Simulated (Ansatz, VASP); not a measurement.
## PbO (Litharge): VASP beside Ansatz

Wanted: the spread between two codes on one cell, functional and k mesh.

Calculated with Ansatz 0.2.0; plane waves, with VASP 6.6.1 beside it; band structure at B3LYP with an exact-exchange share of 0.2 and band structure at HSEsol.

The database entry behind the starting cell differs from later determinations by our own check (an axis about 0.4 % long against later determinations), so it need not match the best structure at ambient conditions.

## (1) The structure

It takes space group P4/nmm (No. 129, tetragonal). Conventional cell: a = 3.990 Å, b = 3.990 Å, c = 5.010 Å, α = 90.00°, β = 90.00°, γ = 90.00°. Nearest to Pb lie 4 O at 2.33 Å. Nearest to O lie 4 Pb at 2.33 Å. Farther neighbours and most contacts between anions are not listed.

As a file:

```xyz
4
Lattice="3.9900 0.0000 0.0000 0.0000 3.9900 0.0000 0.0000 0.0000 5.0100" Properties=species:S:1:pos:R:3 pbc="T T T"
Pb    0.0000    1.9950    1.2024
Pb    1.9950    0.0000    3.8076
O     0.0000    0.0000    0.0000
O     1.9950    1.9950    0.0000
```

## (2) VASP: band structure, B3LYP with an exact-exchange share of 0.2

Levels along a path test the potential and the projectors away from the mesh points.

Lines of VASP's logs that name or quote its potential files are left out, and so is its time.

The run reads the wave functions of an earlier VASP run, which isn't shown here.

The input, INCAR:

```
SYSTEM = PbO
PREC = Accurate
ENCUT = 520
EDIFF = 1E-06
NELM = 100
ISMEAR = 0
SIGMA = 0.02
LREAL = .FALSE.
ALGO = Normal
LHFCALC = .TRUE.
AEXX = 0.2
GGA = B3
AGGAX = 0.72
AGGAC = 0.81
ALDAC = 0.19
LASPH = .TRUE.
NBANDS = 26
PRECFOCK = Fast
HFRCUT = -1
LORBIT = 11
LWAVE = .FALSE.
LCHARG = .FALSE.
KPAR = 4
```

The input, POSCAR:

```
PbO
1.0
    3.9900000000      0.0000000000      0.0000000000
    0.0000000000      3.9900000000      0.0000000000
    0.0000000000      0.0000000000      5.0100000000
Pb O
2 2
Direct
    0.0000000000      0.5000000000      0.2400000000
    0.5000000000      0.0000000000      0.7600000000
    0.0000000000      0.0000000000      0.0000000000
    0.5000000000      0.5000000000      0.0000000000
```

The input, KPOINTS:

```
Automatic mesh
0
Gamma
4 4 3
0 0 0
```

The input, KPOINTS_OPT:

```
Line mode
6
Line-mode
Reciprocal
  0.00000000   0.00000000   0.00000000 GAMMA
  0.00000000   0.50000000   0.00000000 X

  0.00000000   0.50000000   0.00000000 X
  0.50000000   0.50000000   0.00000000 M

  0.50000000   0.50000000   0.00000000 M
  0.00000000   0.00000000   0.00000000 GAMMA

  0.00000000   0.00000000   0.00000000 GAMMA
  0.00000000   0.00000000   0.50000000 Z

  0.00000000   0.00000000   0.50000000 Z
  0.00000000   0.50000000   0.50000000 R

  0.00000000   0.50000000   0.50000000 R
  0.50000000   0.50000000   0.50000000 A

  0.50000000   0.50000000   0.50000000 A
  0.00000000   0.00000000   0.50000000 Z

  0.00000000   0.50000000   0.00000000 X
  0.00000000   0.50000000   0.50000000 R

  0.50000000   0.50000000   0.00000000 M
  0.50000000   0.50000000   0.50000000 A
```

Potentials, in the order of the species: Pb_d and O (PBE family, release 64).

On the command line:

```bash
$ mpirun -np 8 vasp_std
```

Numbers of over 12 decimals in the logs are rounded to 6 here.

What it wrote:

```text
[banner, memory and clock lines left out]
running    8 mpi-ranks, on    1 nodes
 distrk:  each k-point on    2 cores,    4 groups
 distr:  one band on    1 cores,    2 groups

 POSCAR found type information on POSCAR PbO
 POSCAR found :  2 types and       4 ions
|                                                                             |
|           W    W    AA    RRRRR   N    N  II  N    N   GGGG   !!!           |
|           W    W   A  A   R    R  NN   N  II  NN   N  G    G  !!!           |
|           W    W  A    A  R    R  N N  N  II  N N  N  G       !!!           |
|           W WW W  AAAAAA  RRRRR   N  N N  II  N  N N  G  GGG   !            |
|           WW  WW  A    A  R   R   N   NN  II  N   NN  G    G                |
|           W    W  A    A  R    R  N    N  II  N    N   GGGG   !!!           |
|                                                                             |
|     For optimal performance we recommend to set                             |
|       NCORE = 2 up to number-of-cores-per-socket                            |
|     NCORE specifies how many cores store one orbital (NPAR=cpu/NCORE).      |
|     This setting can greatly improve the performance of VASP for DFT.       |
|     The default, NCORE=1 might be grossly inefficient on modern             |
|     multi-core architectures or massively parallel machines. Do your        |
|     Unfortunately you need to use the default for GW and RPA                |
|     calculations (for HF NCORE is supported but not extensively tested      |
|     yet).                                                                   |
|                                                                             |

|                                                                             |
|               ----> ADVICE to this user running VASP <----                  |
|                                                                             |
|     You enforced a specific xc type in the INCAR file but a different       |
|     [... a line on the potential file left out ...]
|     I HOPE YOU KNOW WHAT YOU ARE DOING!                                     |
|                                                                             |

 LDA part: xc-table for (Slater(with rela. corr.)+VWN3), standard interpolation
 found WAVECAR, reading the header
 POSCAR, INCAR and KPOINTS ok, starting setup
 FFT: planning ... GRIDC
 FFT: planning ... GRID_SOFT
 FFT: planning ... GRID
 HFRCUT set to (new)   9.704624
 reading WAVECAR
 the WAVECAR file was read successfully
 initial charge from wavefunction
 entering main loop
       N       E                     dE             d eps       ncg     rms          rms(c)
DAV:   1    -0.259411650126E+02   -0.25941E+02   -0.71477E-01   720   0.813E+00    0.129E+00
DAV:   2    -0.258925144641E+02    0.48651E-01   -0.18221E-01   826   0.483E+00    0.360E-01
DAV:   3    -0.259012555257E+02   -0.87411E-02   -0.79097E-02   882   0.198E+00    0.439E-01
DAV:   4    -0.258992997036E+02    0.19558E-02   -0.69640E-03   898   0.852E-01    0.179E-01
DAV:   5    -0.258995246428E+02   -0.22494E-03   -0.40118E-03   816   0.409E-01    0.756E-02
DAV:   6    -0.258994377004E+02    0.86942E-04   -0.28770E-04   870   0.216E-01    0.385E-02
DAV:   7    -0.258994460230E+02   -0.83226E-05   -0.18481E-04   910   0.998E-02    0.322E-02
DAV:   8    -0.258994476944E+02   -0.16714E-05   -0.14663E-05   842   0.400E-02    0.182E-02
DAV:   9    -0.258994483577E+02   -0.66330E-06   -0.10014E-05   758   0.242E-02    0.854E-03
DAV:  10    -0.258994489384E+02   -0.58067E-06   -0.12399E-06   434   0.129E-02
   1 F= -.25899449E+02 E0= -.25899449E+02  d E =-.759349E-25
 Start KPOINTS_OPT (optional k-point list driver)
k-point batch [1-12\54]
       N       E                     dE             ncg
DAV:   1     0.282514699545E+04   -0.70367E+04      624
DAV:   2    -0.275179828625E+04   -0.55769E+04      630
DAV:   3    -0.352925993902E+04   -0.77746E+03      786
DAV:   4    -0.358768471293E+04   -0.58425E+02      740
DAV:   5    -0.358947216562E+04   -0.17875E+01      896
DAV:   6    -0.358952870416E+04   -0.56539E-01      832
DAV:   7    -0.358953113708E+04   -0.24329E-02      928
DAV:   8    -0.358953122171E+04   -0.84628E-04      800
DAV:   9    -0.358953122241E+04   -0.70870E-06      608
[...]
k-point batch [49-54\54]
       N       E                     dE             ncg
DAV:   1     0.830971182918E+04   -0.71745E+04      312
DAV:   2     0.556326815069E+04   -0.27464E+04      324
DAV:   3     0.520063083043E+04   -0.36264E+03      370
DAV:   4     0.516926218056E+04   -0.31369E+02      376
DAV:   5     0.516802422930E+04   -0.12380E+01      426
DAV:   6     0.516798377139E+04   -0.40458E-01      404
DAV:   7     0.516798257477E+04   -0.11966E-02      420
DAV:   8     0.516798254950E+04   -0.25273E-04      382
DAV:   9     0.516798254916E+04   -0.33234E-06      264
```

From OUTCAR (step 2):

```text
ion  position               nearest neighbor table
   1  0.000  0.500  0.240-   3 2.33   4 2.33   3 2.33   4 2.33   2 3.71   2 3.71   2 3.71   2 3.71
                             2 3.84   2 3.84   2 3.84   2 3.84
   2  0.500  0.000  0.760-   3 2.33   4 2.33   4 2.33   3 2.33   1 3.71   1 3.71   1 3.71   1 3.71
                             1 3.84   1 3.84   1 3.84   1 3.84
   3  0.000  0.000  0.000-   1 2.33   2 2.33   1 2.33   2 2.33
   4  0.500  0.500  0.000-   1 2.33   2 2.33   2 2.33   1 2.33

  LATTYP: Found a simple tetragonal cell.
 ALAT       =     3.9900000000
 C/A-ratio  =     1.2556390977

 Subroutine GETGRP returns: Found 16 space group operations
 (whereof  8 operations were pure point group operations)

The static configuration has the point symmetry D_2d.
 The point group associated with its full space group is D_4h.

 Found     12 irreducible k-points:

   k-points           NKPTS =     12   k-points in BZ     NKDIM =     48   number of bands    NBANDS=     26

   dimension x,y,z NGX =    30 NGY =   30 NGZ =   40
   dimension x,y,z NGXF=    60 NGYF=   60 NGZF=   80

   ENCUT  =  520.0 eV  38.22 Ry    6.18 a.u.   7.42  7.42  9.32*2*pi/ulx,y,z

   NELECT =      40.0000    total number of electrons

 k-points in reciprocal lattice and weights: Automatic mesh
   0.00000000  0.00000000  0.00000000       0.021
   0.25000000  0.00000000  0.00000000       0.083
   0.50000000  0.00000000  0.00000000       0.042
   0.25000000  0.25000000  0.00000000       0.083
   0.50000000  0.25000000  0.00000000       0.083
   0.50000000  0.50000000  0.00000000       0.021
   0.00000000  0.00000000  0.33333333       0.042
   0.25000000  0.00000000  0.33333333       0.167
   0.50000000  0.00000000  0.33333333       0.083
   0.25000000  0.25000000  0.33333333       0.167
   0.50000000  0.25000000  0.33333333       0.167
   0.50000000  0.50000000  0.33333333       0.042

  exchange ACFDT corr.  =         0.00000000  see jH, gK, PRB 81, 115126

 average (electrostatic) potential at core
       1 -86.5764       2 -86.5764       3 -63.7884       4 -63.7884

 E-fermi :   4.6917

 k-point     1 :       0.0000    0.0000    0.0000
  band No.  band energies     occupation
    ...
     16      -0.1393      2.00000
     17       2.4886      2.00000
     18       2.5745      2.00000
     19       2.5745      2.00000
     20       4.5510      2.00000
     21       8.2810      0.00000
     22      11.4231      0.00000
     23      11.4231      0.00000
     24      11.5186      0.00000
     25      12.6150      0.00000
    ...

 k-point     2 :       0.2500    0.0000    0.0000
  band No.  band energies     occupation
    ...
     16       0.2376      2.00000
     17       1.7273      2.00000
     18       2.1453      2.00000
     19       2.2940      2.00000
     20       4.2547      2.00000
     21       9.3745      0.00000
     22       9.4593      0.00000
     23      11.5310      0.00000
     24      11.7718      0.00000
     25      12.5202      0.00000
    ...

 k-point     3 :       0.5000    0.0000    0.0000
  band No.  band energies     occupation
    ...
     16       0.9858      2.00000
     17       1.1684      2.00000
     18       1.1684      2.00000
     19       2.6772      2.00000
     20       2.6772      2.00000
     21       9.2311      0.00000
     22       9.2311      0.00000
     23      12.5842      0.00000
     24      12.5842      0.00000
     25      12.7192      0.00000
    ...

  energy-cutoff  :      520.00
  volume of cell :       79.76
      direct lattice vectors                 reciprocal lattice vectors
     3.990000000  0.000000000  0.000000000     0.250626566  0.000000000  0.000000000
     0.000000000  3.990000000  0.000000000     0.000000000  0.250626566  0.000000000
     0.000000000  0.000000000  5.010000000     0.000000000  0.000000000  0.199600798

 POSITION                                       TOTAL-FORCE (eV/Angst)
 -----------------------------------------------------------------------------------
      0.00000      1.99500      1.20240         0.000000     -0.000000     -0.248086
      1.99500      0.00000      3.80760         0.000000      0.000000      0.248086
      0.00000      0.00000      0.00000        -0.000000      0.000000      0.000000
      1.99500      1.99500      0.00000         0.000000     -0.000000      0.000000
 -----------------------------------------------------------------------------------
    total drift:                               -0.000002     -0.000003      0.000000

  FREE ENERGIE OF THE ION-ELECTRON SYSTEM (eV)
  ---------------------------------------------------
  free  energy   TOTEN  =       -25.8994489384 eV

  energy  without entropy=      -25.8994489384  energy(sigma->0) =      -25.89944894

 total charge
# of ion       s       p       d       tot
------------------------------------------
    1        1.389   0.600   9.884  11.873
    2        1.389   0.600   9.884  11.873
    3        1.572   3.434   0.000   5.006
    4        1.572   3.434   0.000   5.006
--------------------------------------------------
tot          5.922   8.068  19.768  33.758

[... 3 further parts left out ...]
```

The k-mesh is coarse for unscreened exact exchange, which converges slowly with it. Spin-orbit coupling is off here; with elements this heavy it splits and shifts levels by tenths of an eV or more.

[end of part 1 of 3]

[Lines on the potential files, build, host, timing and source positions are cut from VASP's logs without a mark.]

[Logs are printed without paths, hosts, clocks, repeated set-up lines and the standing remarks that a program may print on its own settings, such as how far it seeks lower states.]

[Hosts, paths, dates, database ids (printed as entryN), source tags and the programs' standing remarks are cut or masked in the printed files.]
